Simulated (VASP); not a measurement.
Calculation: PBE GGA, VASP's PBE PAW potentials (set 64) (plane waves; VASP).

A VASP calculation is set up with these files.

**INCAR**
```
# general
SYSTEM  = AuZn
PREC    = Accurate
ENCUT   = 480
LREAL   = .FALSE.   # projection in real space or not
LASPH   = .TRUE.   # aspherical one-centre terms

# electronic loop
EDIFF   = 1E-7
NELM    = 100   # most electronic steps
ALGO    = Normal   # blocked Davidson
LMAXMIX = 6   # l cut-off of mixed one-centre charges

# smearing
ISMEAR  = 1   # Methfessel-Paxton
SIGMA   = 0.1   # width (eV)

# functional
GGA     = PE

# ions
IBRION  = 2   # conjugate gradients
NSW     = 40
ISIF    = 3
EDIFFG  = -0.01   # ionic stop
PSTRESS = 50

# output
LWAVE   = .FALSE.
LCHARG  = .FALSE.
```

**POSCAR**
```
AuZn
1
    3.1830936767     0.0000000000     0.0000000000
    0.0000000000     3.1830936767     0.0000000000
    0.0000000000     0.0000000000     3.1830936767
Zn Au
1 1
Direct
  0.5000000000   0.5000000000   0.5000000000
  0.0000000000   0.0000000000   0.0000000000
```

File KPOINTS:
```
Automatic mesh
0
Gamma
10 10 10
0 0 0
```

POTCAR, in this order: Zn Au (PBE.64 set). Program: vasp_std.

Output of the run:

OSZICAR:
```
       N       E                     dE             d eps       ncg     rms          rms(c)
DAV:   1     0.120438591971E+03    0.12044E+03   -0.11214E+04  1728   0.187E+03
DAV:   2    -0.140218128935E+01   -0.12184E+03   -0.11801E+03  1736   0.329E+02
DAV:   3    -0.517463085771E+01   -0.37724E+01   -0.37601E+01  2128   0.678E+01
DAV:   4    -0.519500285842E+01   -0.20372E-01   -0.20371E-01  1946   0.439E+00
DAV:   5    -0.519523856661E+01   -0.23571E-03   -0.23571E-03  2065   0.475E-01    0.780E+00
DAV:   6    -0.478187135646E+01    0.41337E+00   -0.14682E+00  1708   0.144E+01    0.503E+00
DAV:   7    -0.475787486301E+01    0.23996E-01   -0.32880E-02  2259   0.403E+00    0.272E+00
DAV:   8    -0.474970243735E+01    0.81724E-02   -0.10436E-02  1938   0.122E+00    0.150E-01
DAV:   9    -0.474973612509E+01   -0.33688E-04   -0.41733E-04  1842   0.241E-01    0.784E-02
DAV:  10    -0.474974793837E+01   -0.11813E-04   -0.51732E-05  2095   0.137E-01    0.176E-02
DAV:  11    -0.474974777963E+01    0.15874E-06   -0.14990E-05  1946   0.997E-02    0.406E-03
DAV:  12    -0.474974771696E+01    0.62669E-07   -0.36199E-07  1861   0.130E-02
   1 F= -.37432618E+01 E0= -.37431579E+01  d E =-.374326E+01
       N       E                     dE             d eps       ncg     rms          rms(c)
DAV:   1    -0.620109214519E+01   -0.14513E+01   -0.21526E+01  1736   0.816E+01    0.834E+00
DAV:   2    -0.478249814052E+01    0.14186E+01   -0.51090E+00  1897   0.633E+01    0.246E+00
DAV:   3    -0.470990227164E+01    0.72596E-01   -0.33791E-01  1827   0.109E+01    0.170E+00
DAV:   4    -0.469386310313E+01    0.16039E-01   -0.11138E-02  2448   0.371E+00    0.110E+00
DAV:   5    -0.468042450905E+01    0.13439E-01   -0.11013E-02  2505   0.323E+00    0.117E-01
DAV:   6    -0.468043622300E+01   -0.11714E-04   -0.19721E-03  1839   0.683E-01    0.388E-02
DAV:   7    -0.468045005594E+01   -0.13833E-04   -0.64413E-05  1919   0.126E-01    0.123E-02
DAV:   8    -0.468044918448E+01    0.87146E-06   -0.80400E-06  1862   0.397E-02    0.156E-03
DAV:   9    -0.468044894259E+01    0.24190E-06   -0.17459E-07  1312   0.563E-03    0.833E-04
DAV:  10    -0.468044889729E+01    0.45296E-07   -0.39073E-08   882   0.249E-03
   2 F= -.37423509E+01 E0= -.37422403E+01  d E =0.910940E-03
       N       E                     dE             d eps       ncg     rms          rms(c)
DAV:   1    -0.509214644400E+01   -0.41170E+00   -0.54541E+00  1687   0.454E+01    0.400E+00
DAV:   2    -0.476180333002E+01    0.33034E+00   -0.10309E+00  1932   0.211E+01    0.154E+00
DAV:   3    -0.473951149899E+01    0.22292E-01   -0.45670E-02  1838   0.244E+00    0.101E+00
DAV:   4    -0.473270104471E+01    0.68105E-02   -0.56433E-03  2524   0.181E+00    0.206E-01
DAV:   5    -0.473212628698E+01    0.57476E-03   -0.11535E-03  1839   0.428E-01    0.311E-02
DAV:   6    -0.473213194914E+01   -0.56622E-05   -0.55054E-05  1764   0.689E-02    0.143E-02
DAV:   7    -0.473213471816E+01   -0.27690E-05   -0.59054E-06  2601   0.956E-02    0.225E-03
DAV:   8    -0.473213483002E+01   -0.11186E-06   -0.15217E-06  1841   0.270E-02    0.700E-04
DAV:   9    -0.473213481842E+01    0.11602E-07   -0.25413E-08   868   0.163E-03
   3 F= -.37602926E+01 E0= -.37601665E+01  d E =-.170308E-01
```

File OUTCAR:
```
------------------------ aborting loop because EDIFF is reached ----------------------------------------
  FORCE on cell =-STRESS in cart. coord.  units (eV):
  Direction    XX          YY          ZZ          XY          YZ          ZX
  --------------------------------------------------------------------------------------
  Total        0.9670339      0.9670339      0.9670339      0.0000000     -0.0000000      0.0000000
  in kB       49.7526194     49.7526194     49.7526194      0.0000000     -0.0000000      0.0000000
  external PRESSURE =      -0.2473806 kB  Pullay stress =      50.0000000 kB
  volume of cell :       31.14
      direct lattice vectors                 reciprocal lattice vectors
     3.146145276 -0.000000000  0.000000000     0.317849277 -0.000000000  0.000000000
     0.000000000  3.146145276 -0.000000000     0.000000000  0.317849277  0.000000000
    -0.000000000 -0.000000000  3.146145276     0.000000000  0.000000000  0.317849277
 POSITION                                       TOTAL-FORCE (eV/Angst)
 -----------------------------------------------------------------------------------
      1.57307      1.57307      1.57307         0.000000     -0.000000      0.000000
      0.00000      0.00000      0.00000        -0.000000      0.000000      0.000000
 -----------------------------------------------------------------------------------
    total drift:                                0.000000      0.000000     -0.000000
  FREE ENERGIE OF THE ION-ELECTRON SYSTEM (eV)
  ---------------------------------------------------
  free  energy   TOTEN  =        -4.7321348184 eV

  energy  without entropy=       -4.7317562952  energy(sigma->0) =       -4.73200864
  enthalpy is  TOTEN    =        -3.7602926481 eV   P V=        0.9718421703

 reached required accuracy - stopping structural energy minimisation
```
(Selected blocks of OUTCAR.)

File CONTCAR:
```
AuZn
   1.00000000000000
     3.1461452763516387   -0.0000000000000000    0.0000000000000000
     0.0000000000000000    3.1461452763516387   -0.0000000000000000
    -0.0000000000000000   -0.0000000000000000    3.1461452763516387
  Zn              Au
     1     1
Direct
     0.5000000000000000    0.5000000000000000    0.5000000000000000
     0.0000000000000000    0.0000000000000000    0.0000000000000000
```

File OUTCAR:
```
 val. band max:        7.1409338191   @ k =   0.3000   0.1000   0.1000

 cond. band min:       7.2308875216   @ k =   0.4000   0.3000   0.2000


 Fermi energy:         7.1518714172

 k-point     1 :       0.0000    0.0000    0.0000
  band No.  band energies     occupation
      1      -3.5204      2.00000
      2      -1.0266      2.00000
      3      -1.0266      2.00000
      4      -0.3327      2.00000
      5      -0.3327      2.00000
      6      -0.3327      2.00000
      7       1.6647      2.00000
      8       1.6647      2.00000
      9       3.3509      2.00000
     10       3.3509      2.00000
     11       3.3509      2.00000
     12      12.1061      0.00000
     13      12.1061      0.00000
     14      12.1061      0.00000
     15      15.9719      0.00000

 k-point     2 :       0.1000    0.0000    0.0000
  band No.  band energies     occupation
      1      -3.3428      2.00000
      2      -0.9878      2.00000
      3      -0.9742      2.00000
      4      -0.3348      2.00000
      5      -0.3348      2.00000
      6      -0.3180      2.00000
      7       1.6362      2.00000
      8       1.7128      2.00000
      9       3.2189      2.00000
     10       3.2189      2.00000
     11       3.3365      2.00000
     12      10.8219      0.00000
     13      12.4383      0.00000
     14      12.4383      0.00000
     15      16.7049      0.00000

 k-point     3 :       0.2000    0.0000    0.0000
  band No.  band energies     occupation
      1      -2.8261      2.00000
      2      -0.8809      2.00000
      3      -0.8388      2.00000
      4      -0.3387      2.00000
      5      -0.3387      2.00000
      6      -0.2790      2.00000
      7       1.5562      2.00000
      8       1.8369      2.00000
      9       2.8979      2.00000
     10       2.8979      2.00000
     11       3.2982      2.00000
     12       8.6637     -0.00000
     13      13.3597      0.00000
     14      13.3597      0.00000
     15      17.2941      0.00000
...
```

Energy and stress use the plane-wave basis of the starting cell. Unless said otherwise, spin-orbit coupling is left out, though it shifts the bands of the heavy elements here.

The compound is AuZn in the CsCl type structure. This run relaxes it under an external pressure of 5 GPa. Symmetry was kept, so distortions that lower it aren't found. The electron count is odd and the run is not spin-polarised, which forces a metal.
